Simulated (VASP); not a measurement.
Consider the following.

```xyz
1
Lattice="0.0000 2.0403 2.0403 2.0403 0.0000 2.0403 2.0403 2.0403 0.0000" Properties=species:S:1:pos:R:3 pbc="T T T"
Pd     0.0000     0.0000     0.0000
```

Method: vdW-DF2, VASP's PBE PAW potentials (set 64) (plane waves; VASP). Run with 520 eV cut-off, Gaussian smearing of 0.050 eV, potentials Pd.

### Question
Give the energies of bands 1 to 6 at the high-symmetry points, in eV from the Fermi level.

### Answer

```tsv
band	Γ	X	U	L	W
1	-5.89	-4.21	-3.69	-4.19	-3.34
2	-2.23	-4.00	-3.21	-2.27	-2.61
3	-2.23	-0.06	-1.46	-2.27	-2.61
4	-2.23	0.24	-0.75	-0.02	-1.03
5	-0.99	0.24	-0.11	-0.02	0.24
6	-0.99	3.63	6.71	1.65	8.36
```

It has no gap at this level: it comes out as a metal or semimetal.

The compound is Pd in the fcc structure. It was relaxed first, which changed the volume by +15 %.
